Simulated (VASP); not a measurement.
```
CELL_PARAMETERS angstrom
      4.34609     0.00000     0.00000
     -2.17305     3.76382     0.00000
      0.00000     0.00000     7.08984
ATOMIC_POSITIONS crystal
  Cd 0.66667 0.33333 0.49995
  Cd 0.33333 0.66667 0.99995
  Se 0.66667 0.33333 0.87591
  Se 0.33333 0.66667 0.37591
```

All values below come from PBE GGA, VASP's PBE PAW potentials (set 64) (plane waves; VASP). Run with PREC = Normal, 500 eV cut-off, 4×4×2 Γ-centred mesh, Gaussian smearing of 0.010 eV, potentials Cd_sv_GW Se_GW.

Question: What does the run give for the energy per atom (σ→0)?

Answer: 
```
Item                                    Value
---------------------  ----------------------
energy per atom (σ→0)  -266.7 kJ/mol of atoms
```

Total energies compare only between runs with the same potentials, cut-off and functional.

The structure comes from a computed database's CdSe entry (P6_3mc); how it stands against other phases isn't given here. The cell was not relaxed at this level. The k-mesh is coarse (spacing up to 0.44 per Å, 2π included), so the numbers may not be converged in it.
